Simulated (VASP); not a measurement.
These are PBEsol GGA, VASP's PBE PAW potentials (set 64) (plane waves; VASP) values and carry that method's errors.

A VASP calculation is set up with these files.

KPOINTS:
```
K-points
0
gamma
  9 9 9
```

### POSCAR
```
TaAl
1
    0.0000000000     3.1428000000     3.1428000000
    3.1428000000     0.0000000000     3.1428000000
    3.1428000000     3.1428000000     0.0000000000
Ta Al
1 1
Direct
  0.0000000000   0.0000000000   0.0000000000
  0.5000000000   0.5000000000   0.5000000000
```

INCAR:
```
NSW = 60
ISMEAR = 1
SIGMA = 0.1
NELM = 100   # most electronic steps
EDIFF = 1E-6
ALGO = Normal   # blocked Davidson
LREAL = .False.   # projection in real space or not
ENCUT = 400   # plane-wave cut-off (eV)
ISIF = 3   # ions, shape and volume
GGA = PS
LASPH = .True.   # aspherical one-centre terms
LMAXMIX = 6   # l cut-off of mixed one-centre charges
PREC = Accurate
IBRION = 2
LCHARG = .False.
LWAVE = .False.
SYSTEM = TaAl
EDIFFG = -0.01
```

POTCAR, in this order: Ta_pv Al (PBE.64 set). Program: vasp_std.

Output

OSZICAR:
```
       N       E                     dE             d eps       ncg     rms          rms(c)
DAV:   1     0.277320916128E+02    0.27732E+02   -0.65047E+03   938   0.880E+02
DAV:   2    -0.128494525879E+02   -0.40582E+02   -0.38970E+02   863   0.170E+02
DAV:   3    -0.142112859203E+02   -0.13618E+01   -0.13046E+01  1128   0.257E+01
DAV:   4    -0.142397975500E+02   -0.28512E-01   -0.28305E-01   999   0.301E+00
DAV:   5    -0.142403895712E+02   -0.59202E-03   -0.59158E-03  1056   0.373E-01    0.678E+00
DAV:   6    -0.125677631644E+02    0.16726E+01   -0.85411E+00   842   0.165E+01    0.167E+00
DAV:   7    -0.125486924310E+02    0.19071E-01   -0.28273E-01   892   0.321E+00    0.945E-01
DAV:   8    -0.125355081669E+02    0.13184E-01   -0.33029E-02   897   0.977E-01    0.256E-01
DAV:   9    -0.125353843368E+02    0.12383E-03   -0.30343E-03  1028   0.328E-01    0.103E-01
DAV:  10    -0.125353657360E+02    0.18601E-04   -0.51441E-04   912   0.172E-01    0.176E-02
DAV:  11    -0.125353562004E+02    0.95356E-05   -0.51176E-05   912   0.501E-02    0.345E-03
DAV:  12    -0.125353560829E+02    0.11752E-06   -0.18334E-06   856   0.979E-03
   1 F= -.12535356E+02 E0= -.12535022E+02  d E =-.125354E+02
       N       E                     dE             d eps       ncg     rms          rms(c)
DAV:   1    -0.566331890551E+02   -0.44098E+02   -0.93625E+02   770   0.310E+02    0.464E+01
DAV:   2    -0.221608285285E+02    0.34472E+02   -0.62681E+01   779   0.109E+02    0.170E+01
DAV:   3    -0.153278498537E+02    0.68330E+01   -0.24913E+01   857   0.595E+01    0.108E+01
DAV:   4    -0.152387552342E+02    0.89095E-01   -0.20493E+00   829   0.124E+01    0.240E+00
DAV:   5    -0.151333804093E+02    0.10537E+00   -0.83648E-01   845   0.106E+01    0.308E+00
DAV:   6    -0.151193642413E+02    0.14016E-01   -0.10623E-01   838   0.263E+00    0.429E-01
DAV:   7    -0.151199983426E+02   -0.63410E-03   -0.19445E-03   984   0.375E-01    0.702E-02
DAV:   8    -0.151199471267E+02    0.51216E-04   -0.16161E-04   864   0.118E-01    0.285E-02
DAV:   9    -0.151199439330E+02    0.31937E-05   -0.11678E-05   902   0.251E-02    0.129E-03
DAV:  10    -0.151199438271E+02    0.10589E-06   -0.99128E-08   429   0.307E-03
   2 F= -.15119944E+02 E0= -.15120133E+02  d E =-.258459E+01
       N       E                     dE             d eps       ncg     rms          rms(c)
DAV:   1    -0.180346419707E+02   -0.29147E+01   -0.69135E+01   788   0.111E+02    0.120E+01
DAV:   2    -0.157275359384E+02    0.23071E+01   -0.69906E+00   785   0.242E+01    0.281E+00
DAV:   3    -0.155916337223E+02    0.13590E+00   -0.37913E-01   887   0.637E+00    0.111E+00
DAV:   4    -0.155689250641E+02    0.22709E-01   -0.66467E-02   832   0.245E+00    0.355E-01
DAV:   5    -0.155696861364E+02   -0.76107E-03   -0.16404E-03   974   0.387E-01    0.160E-01
DAV:   6    -0.155698085689E+02   -0.12243E-03   -0.96456E-05   887   0.886E-02    0.264E-02
DAV:   7    -0.155698093339E+02   -0.76504E-06   -0.30302E-06   885   0.146E-02
   3 F= -.15569809E+02 E0= -.15569697E+02  d E =-.303445E+01
       N       E                     dE             d eps       ncg     rms          rms(c)
DAV:   1    -0.155814261554E+02   -0.11618E-01   -0.32281E-01   806   0.711E+00    0.833E-01
DAV:   2    -0.155704794166E+02    0.10947E-01   -0.26646E-02   800   0.158E+00    0.213E-01
DAV:   3    -0.155694746392E+02    0.10048E-02   -0.29247E-03   871   0.548E-01    0.976E-02
DAV:   4    -0.155693734597E+02    0.10118E-03   -0.37015E-04   848   0.163E-01    0.198E-02
DAV:   5    -0.155693756920E+02   -0.22323E-05   -0.22364E-05   901   0.475E-02    0.155E-02
DAV:   6    -0.155693770128E+02   -0.13208E-05   -0.19449E-06   799   0.111E-02    0.228E-03
DAV:   7    -0.155693770976E+02   -0.84827E-07   -0.85376E-08   400   0.262E-03
   4 F= -.15569377E+02 E0= -.15569262E+02  d E =-.303402E+01
       N       E                     dE             d eps       ncg     rms          rms(c)
DAV:   1    -0.155879063768E+02   -0.18529E-01   -0.49776E-01   794   0.889E+00    0.103E+00
DAV:   2    -0.155709104334E+02    0.16996E-01   -0.43452E-02   794   0.197E+00    0.257E-01
DAV:   3    -0.155694776012E+02    0.14328E-02   -0.40352E-03   868   0.643E-01    0.116E-01
DAV:   4    -0.155693010123E+02    0.17659E-03   -0.56063E-04   848   0.207E-01    0.258E-02
DAV:   5    -0.155693019536E+02   -0.94128E-06   -0.21764E-05   934   0.488E-02    0.170E-02
DAV:   6    -0.155693015705E+02    0.38309E-06   -0.16851E-06   791   0.963E-03
   5 F= -.15569302E+02 E0= -.15569191E+02  d E =0.755271E-04
       N       E                     dE             d eps       ncg     rms          rms(c)
DAV:   1    -0.155749908321E+02   -0.56889E-02   -0.12945E-01   800   0.450E+00    0.526E-01
DAV:   2    -0.155705782386E+02    0.44126E-02   -0.10871E-02   800   0.100E+00    0.134E-01
DAV:   3    -0.155701824597E+02    0.39578E-03   -0.11434E-03   857   0.342E-01    0.611E-02
DAV:   4    -0.155701418034E+02    0.40656E-04   -0.14902E-04   832   0.104E-01    0.126E-02
DAV:   5    -0.155701431762E+02   -0.13728E-05   -0.82497E-06   876   0.290E-02    0.954E-03
DAV:   6    -0.155701439369E+02   -0.76066E-06   -0.68525E-07   468   0.665E-03
   6 F= -.15570144E+02 E0= -.15570030E+02  d E =-.766839E-03
```

OUTCAR:
```
------------------------ aborting loop because EDIFF is reached ----------------------------------------
  FORCE on cell =-STRESS in cart. coord.  units (eV):
  Direction    XX          YY          ZZ          XY          YZ          ZX
  --------------------------------------------------------------------------------------
  Total        0.0014220      0.0014220      0.0014220      0.0000000     -0.0000000      0.0000000
  in kB        0.0636171      0.0636171      0.0636171      0.0000000     -0.0000000      0.0000000
  external PRESSURE =       0.0636171 kB  Pullay stress =       0.0000000 kB
  volume of cell :       35.81
      direct lattice vectors                 reciprocal lattice vectors
     0.000000000  2.616174750  2.616174750    -0.191118732  0.191118732  0.191118732
     2.616174750  0.000000000  2.616174750     0.191118732 -0.191118732  0.191118732
     2.616174750  2.616174750  0.000000000     0.191118732  0.191118732 -0.191118732
 POSITION                                       TOTAL-FORCE (eV/Angst)
 -----------------------------------------------------------------------------------
      2.61617      2.61617      0.00000         0.000000      0.000000      0.000000
      2.61617      2.61617      2.61617         0.000000     -0.000000     -0.000000
 -----------------------------------------------------------------------------------
    total drift:                               -0.000000      0.000000      0.000000
  FREE ENERGIE OF THE ION-ELECTRON SYSTEM (eV)
  ---------------------------------------------------
  free  energy   TOTEN  =       -15.5701439369 eV

  energy  without entropy=      -15.5698029832  energy(sigma->0) =      -15.57003029

 reached required accuracy - stopping structural energy minimisation
```
(Selected blocks of OUTCAR.)

### CONTCAR
```
TaAl
   1.00000000000000
     0.0000000000000000    2.6161747499977559    2.6161747499977559
     2.6161747499977559    0.0000000000000000    2.6161747499977559
     2.6161747499977559    2.6161747499977559    0.0000000000000000
  Ta              Al
     1     1
Direct
     0.0000000000000000    0.0000000000000000    1.0000000000000000
     0.5000000000000000    0.5000000000000000    0.5000000000000000
```

### OUTCAR
```
 val. band max:        5.9355862834   @ k =   0.2222   0.1111   0.0000

 cond. band min:       6.0241219512   @ k =   0.1111   0.0000   0.0000


 Fermi energy:         5.9873874080

 k-point     1 :       0.0000    0.0000    0.0000
  band No.  band energies     occupation
      1     -28.3670      2.00000
      2     -28.3670      2.00000
      3     -28.3670      2.00000
      4      -3.1828      2.00000
      5       5.4349      2.00000
      6       5.4349      2.00000
      7       5.4349      2.00000
      8       6.1555     -0.03877
      9       6.1555     -0.03877
     10      11.4483      0.00000
     11      11.4483      0.00000

 k-point     2 :       0.1111    0.0000    0.0000
  band No.  band energies     occupation
      1     -28.3817      2.00000
      2     -28.3692      2.00000
      3     -28.3692      2.00000
      4      -2.9290      2.00000
      5       5.1195      2.00000
      6       5.4798      2.00000
      7       5.4799      2.00000
      8       6.0241      0.42232
      9       6.0241      0.42229
     10      11.0065      0.00000
     11      11.9990      0.00000

 k-point     3 :       0.2222    0.0000    0.0000
  band No.  band energies     occupation
      1     -28.4188      2.00000
      2     -28.3748      2.00000
      3     -28.3748      2.00000
      4      -2.1948      2.00000
      5       4.3190      2.00000
      6       5.0910      2.00000
      7       5.0910      2.00000
      8       6.4138     -0.00000
      9       6.4138     -0.00000
     10      10.1162      0.00000
     11      13.2672      0.00000

 k-point     4 :       0.3333    0.0000    0.0000
  band No.  band energies     occupation
      1     -28.4605      2.00000
      2     -28.3811      2.00000
      3     -28.3811      2.00000
      4      -1.0669      2.00000
      5       3.2234      2.00000
      6       4.6001      2.00000
      7       4.6001      2.00000
      8       7.2425     -0.00000
      9       7.2425     -0.00000
...
```

Energy and stress use the plane-wave basis of the starting cell. Unless said otherwise, spin-orbit coupling is left out, though it shifts the bands of the heavy elements here.

The structure was generated: TaAl was put into the rock salt type (Fm-3m), which need not be its known phase. This run relaxes it. Symmetry was kept, so distortions that lower it aren't found.
